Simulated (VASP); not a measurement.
OSZICAR of a VASP run on Li (bcc):

### OSZICAR
```
       N       E                     dE             d eps       ncg     rms          rms(c)
DAV:   1     0.198839968136E+00    0.19884E+00   -0.71572E+02  1220   0.425E+02
DAV:   2    -0.240741624042E+01   -0.26063E+01   -0.24875E+01  1685   0.638E+01
DAV:   3    -0.256365362084E+01   -0.15624E+00   -0.15595E+00  1560   0.106E+01
DAV:   4    -0.257036569814E+01   -0.67121E-02   -0.61589E-02  1545   0.175E+00
DAV:   5    -0.257047799572E+01   -0.11230E-03   -0.11230E-03  1585   0.188E-01    0.122E-01
DAV:   6    -0.216604478626E+01    0.40443E+00   -0.16245E-01  1725   0.279E+00    0.350E-01
DAV:   7    -0.213585388026E+01    0.30191E-01   -0.12376E-02  1725   0.125E+00    0.257E-01
DAV:   8    -0.229612208315E+01   -0.16027E+00   -0.39328E-02  1420   0.305E+00    0.118E-01
DAV:   9    -0.227094203255E+01    0.25180E-01   -0.15280E-02  1205   0.205E+00    0.469E-02
DAV:  10    -0.229514453900E+01   -0.24203E-01   -0.14367E-02  1200   0.206E+00    0.404E-02
DAV:  11    -0.229526742714E+01   -0.12289E-03   -0.85132E-05  1860   0.156E-01    0.418E-02
DAV:  12    -0.229370234003E+01    0.15651E-02   -0.10627E-03  1200   0.541E-01    0.196E-02
DAV:  13    -0.229331610583E+01    0.38623E-03   -0.16358E-04  1200   0.172E-01    0.139E-02
DAV:  14    -0.229336457250E+01   -0.48467E-04   -0.44565E-05  1200   0.888E-02    0.117E-02
DAV:  15    -0.229343920430E+01   -0.74632E-04   -0.18831E-05  1390   0.471E-02    0.116E-02
DAV:  16    -0.229362517237E+01   -0.18597E-03   -0.66795E-05  1335   0.841E-02    0.111E-02
DAV:  17    -0.229363897365E+01   -0.13801E-04   -0.10202E-05  1380   0.479E-02    0.932E-03
DAV:  18    -0.229365495535E+01   -0.15982E-04   -0.38110E-06  1525   0.207E-02    0.825E-03
DAV:  19    -0.229372694393E+01   -0.71989E-04   -0.36362E-05  1295   0.526E-02    0.475E-03
DAV:  20    -0.229376201595E+01   -0.35072E-04   -0.14919E-05  1420   0.336E-02    0.284E-03
DAV:  21    -0.229379411413E+01   -0.32098E-04   -0.66803E-06  1270   0.218E-02    0.154E-03
DAV:  22    -0.229382304721E+01   -0.28933E-04   -0.62115E-06  1410   0.219E-02    0.504E-04
DAV:  23    -0.229382858521E+01   -0.55380E-05   -0.36698E-07  1420   0.641E-03    0.183E-04
DAV:  24    -0.229382870862E+01   -0.12342E-06   -0.28151E-08  1320   0.173E-03    0.104E-04
DAV:  25    -0.229383070428E+01   -0.19957E-05   -0.30005E-08  1135   0.183E-03    0.434E-05
DAV:  26    -0.229382957820E+01    0.11261E-05   -0.37349E-09   615   0.835E-04    0.489E-06
DAV:  27    -0.229382949754E+01    0.80656E-07   -0.68084E-10   600   0.291E-04
   1 F= -.22938295E+01 E0= -.22937937E+01  d E =-.107278E-03
```

**Question.** Which electronic solver shows in the log?

**Answer.** It is blocked Davidson (ALGO = Normal, or the opening steps of other solvers). The INCAR had ALGO = Normal.

**Question.** Can the final energy be trusted as converged?

**Answer.** The calculation finished and met its thresholds. It stopped with EDIFF = 1E-7, NELM = 100 (r2SCAN+rVV10, plane waves, VASP's PBE PAW potentials (set 64)).

The compound is Li in the bcc structure. This cell is one point of a volume scan, at 1.03 of the reference volume.
